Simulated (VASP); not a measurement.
Data:

```
Tl
1.0
    3.47671     0.00000     0.00000
   -1.73836     3.01092     0.00000
    0.00000     0.00000    11.16308
Tl
4
Cartesian
  0.00000   0.00000   0.00000
  0.00000   0.00000   5.58154
  0.00000   2.00728   2.79077
  1.73836   1.00364   8.37231
```

Method: PBE GGA, VASP's PBE PAW potentials (set 64) (plane waves; VASP). Run with 300 eV cut-off, 7×7×2 Γ-centred mesh, Gaussian smearing of 0.050 eV, potentials Tl_d.

**Question.** Give the energies of bands 21 to 30 at the high-symmetry points, in eV from the Fermi level.

**Answer.** 
```csv
band,Γ,M,K,A,L,H
21,-9.77,-5.50,-4.46,-9.43,-5.30,-4.25
22,-8.38,-5.13,-4.26,-9.43,-5.30,-4.25
23,-8.37,-4.58,-4.26,-6.64,-4.41,-4.25
24,-5.04,-3.92,-3.98,-6.64,-4.41,-4.25
25,-2.64,-2.48,-0.73,-0.36,-1.60,-0.97
26,3.35,-2.14,-0.47,-0.36,-1.60,-0.97
27,3.35,-0.14,-0.47,7.56,-0.92,0.20
28,8.01,0.34,-0.28,7.56,-0.92,0.20
29,8.01,2.00,-0.28,8.28,3.65,1.05
30,8.97,2.98,1.83,8.28,3.65,1.05
```

It has no gap at this level: it comes out as a metal or semimetal.

The structure comes from a computed database's Tl entry; how it stands against other phases isn't given here. The cell was not relaxed at this level.
